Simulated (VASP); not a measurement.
Output of a VASP run:

OSZICAR:
```
       N       E                     dE             d eps       ncg     rms          rms(c)
DAV:   1     0.287330099458E+03    0.28733E+03   -0.17215E+04  1224   0.178E+03
DAV:   2    -0.917303747565E+01   -0.29650E+03   -0.28296E+03  1212   0.352E+02
DAV:   3    -0.339138126974E+02   -0.24741E+02   -0.23347E+02  1500   0.126E+02
DAV:   4    -0.349187001736E+02   -0.10049E+01   -0.99819E+00  1390   0.251E+01
DAV:   5    -0.349529148041E+02   -0.34215E-01   -0.34206E-01  1594   0.484E+00    0.262E+01
DAV:   6    -0.344490646129E+02    0.50385E+00   -0.63856E+01  1462   0.131E+02    0.259E+01
DAV:   7    -0.290374828951E+02    0.54116E+01   -0.24258E+01  1624   0.107E+02    0.631E+00
DAV:   8    -0.288192148997E+02    0.21827E+00   -0.29589E+00  1692   0.609E+01    0.386E+00
DAV:   9    -0.287391198098E+02    0.80095E-01   -0.12995E+00  1794   0.316E+01    0.169E+00
DAV:  10    -0.287219954510E+02    0.17124E-01   -0.14826E-01  1950   0.109E+01    0.646E-01
DAV:  11    -0.287226109329E+02   -0.61548E-03   -0.14575E-02  1324   0.104E+00    0.215E-01
DAV:  12    -0.287223722355E+02    0.23870E-03   -0.11270E-03  1838   0.105E+00    0.984E-02
DAV:  13    -0.287224260592E+02   -0.53824E-04   -0.35553E-04  1992   0.295E-01    0.510E-02
DAV:  14    -0.287224133691E+02    0.12690E-04   -0.60660E-05  1608   0.259E-01    0.282E-02
DAV:  15    -0.287224157736E+02   -0.24044E-05   -0.19678E-05  1856   0.789E-02    0.680E-03
DAV:  16    -0.287224155848E+02    0.18877E-06   -0.26464E-06   968   0.248E-02
   1 F= -.28722416E+02 E0= -.28710328E+02  d E =-.241747E-01  mag=     0.5755
```

File OUTCAR:
```
------------------------ aborting loop because EDIFF is reached ----------------------------------------
  FORCE on cell =-STRESS in cart. coord.  units (eV):
  Direction    XX          YY          ZZ          XY          YZ          ZX
  --------------------------------------------------------------------------------------
  Total       -4.7743527     -4.7743527     -4.7743527     -0.0000000      0.0000000     -0.0000000
  in kB     -134.3212514   -134.3212514   -134.3212514     -0.0000000      0.0000000     -0.0000000
  external PRESSURE =    -134.3212514 kB  Pullay stress =       0.0000000 kB
  volume of cell :       56.95
      direct lattice vectors                 reciprocal lattice vectors
     3.847336000  0.000000000  0.000000000     0.259920111  0.000000000  0.000000000
     0.000000000  3.847336000  0.000000000     0.000000000  0.259920111  0.000000000
     0.000000000  0.000000000  3.847336000     0.000000000  0.000000000  0.259920111
 POSITION                                       TOTAL-FORCE (eV/Angst)
 -----------------------------------------------------------------------------------
      0.00000      0.00000      0.00000         0.000000      0.000000      0.000000
      1.92367      1.92367      1.92367         0.000000      0.000000      0.000000
      0.00000      1.92367      1.92367         0.000000      0.000000      0.000000
      1.92367      1.92367      0.00000         0.000000      0.000000      0.000000
      1.92367      0.00000      1.92367         0.000000      0.000000      0.000000
 -----------------------------------------------------------------------------------
    total drift:                                0.000000      0.000000      0.000000
  FREE ENERGIE OF THE ION-ELECTRON SYSTEM (eV)
  ---------------------------------------------------
  free  energy   TOTEN  =       -28.7224155848 eV

  energy  without entropy=      -28.6982408573  energy(sigma->0) =      -28.71032822

 total charge

# of ion       s       p       d       tot
------------------------------------------
    1        0.370   0.264   9.219   9.852
    2        0.888   1.493   0.000   2.381
    3        0.429   0.514   8.378   9.321
    4        0.429   0.514   8.378   9.321
    5        0.429   0.514   8.378   9.321
--------------------------------------------------
tot          2.545   3.298  34.352  40.195

 magnetization (x)

# of ion       s       p       d       tot
------------------------------------------
    1       -0.003   0.003  -0.009  -0.009
    2        0.002   0.030   0.000   0.032
    3        0.007   0.006   0.165   0.178
    4        0.007   0.006   0.165   0.178
    5        0.007   0.006   0.165   0.178
--------------------------------------------------
tot          0.022   0.050   0.486   0.558
```
(Selected blocks of OUTCAR.)

**POSCAR**
```
CuNi3C
1
    3.8473360000     0.0000000000     0.0000000000
    0.0000000000     3.8473360000     0.0000000000
    0.0000000000     0.0000000000     3.8473360000
Cu C Ni
1 1 3
Direct
  0.0000000000   0.0000000000   0.0000000000
  0.5000000000   0.5000000000   0.5000000000
  0.0000000000   0.5000000000   0.5000000000
  0.5000000000   0.5000000000   0.0000000000
  0.5000000000   0.0000000000   0.5000000000
```

### Question
Reconstruct the remaining input files.

### Answer
Several could match; the one computed here: the input of the run itself, PBE GGA, plane waves, VASP's PBE PAW potentials (set 64).

File KPOINTS:
```
Regular mesh
0
G
5 5 5
```

**INCAR**
```
# general
SYSTEM   =  CuNi3C
PREC     =  Accurate
ENCUT    =  400
LREAL    =  F
LASPH    =  T

# electronic loop
EDIFF    =  1E-6
NELM     =  100
ALGO     =  Normal
LMAXMIX  =  4

# smearing
ISMEAR   =  0
SIGMA    =  0.1

# functional
GGA      =  PE

# spin
ISPIN    =  2
MAGMOM   =  2*0.0 3*2.0

# ions
ISIF     =  2

# output
LWAVE    =  F
LCHARG   =  F
LORBIT   =  11
```

POTCAR, in this order: Cu C Ni (PBE.64 set). Program: vasp_std.

At this cut-off the stress carries a Pulay error, which pulls relaxed volumes low.

The structure was generated: CuNi3C was put into an ordered model structure, which need not be its known phase. The cell was not relaxed at this level. The k-mesh is coarse (spacing up to 0.33 per Å, 2π included), so the numbers may not be converged in it.
